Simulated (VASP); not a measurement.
Calculation: PBE GGA, VASP's PBE PAW potentials (set 64) (plane waves; VASP 6.6.1).

A VASP calculation is set up with these files.

**POSCAR**
```
MnO
1
    1.4787150000     0.8537360000     2.5308120000
   -1.4787150000     0.8537360000     2.5308120000
    0.0000000000    -1.7074720000     2.5308120000
Mn O
1 1
Direct
  0.7624000000   0.7624000000   0.7624000000
  0.2376000000   0.2376000000   0.2376000000
```

INCAR:
```
PREC = Accurate
ENCUT = 400   # plane-wave cut-off (eV)
EDIFF = 1E-6
LWAVE = .FALSE.
LCHARG = .FALSE.
NELM = 100
ISMEAR = -1   # Fermi-Dirac
LREAL = .FALSE.   # projection in real space or not
ISIF = 2
LASPH = .TRUE.
SYSTEM = MnO
LORBIT = 11
SIGMA = 0.1
MAGMOM = 4.0 0.0
GGA = PE   # PBE
ISPIN = 2
LMAXMIX = 4   # l cut-off of mixed one-centre charges
ALGO = Normal
```

KPOINTS:
```
Regular mesh
0
Gamma
 3 3 3
```

POTCAR, in this order: Mn_pv O (PBE.64 set). Program: vasp_std.

### Question
What will the output report for the number of irreducible k-points (NKPTS), largest plane-wave count, number of space-group operations, FFT grid (NGX, NGY, NGZ)?

### Answer

```yaml
number of irreducible k-points (NKPTS): 6
largest_plane_wave_count: 358
number_of_space_group_operations: 6
FFT grid (NGX, NGY, NGZ): 20 × 20 × 20
```

The structure was generated: MnO was put into an ordered model structure, which need not be its known phase. The cell was not relaxed at this level. The k-mesh is coarse (spacing up to 0.86 per Å, 2π included), so the numbers may not be converged in it. The run is one of a series of settings (KPOINTS 3×3×3 Γ-centred mesh against the base run), some of them coarse on purpose.
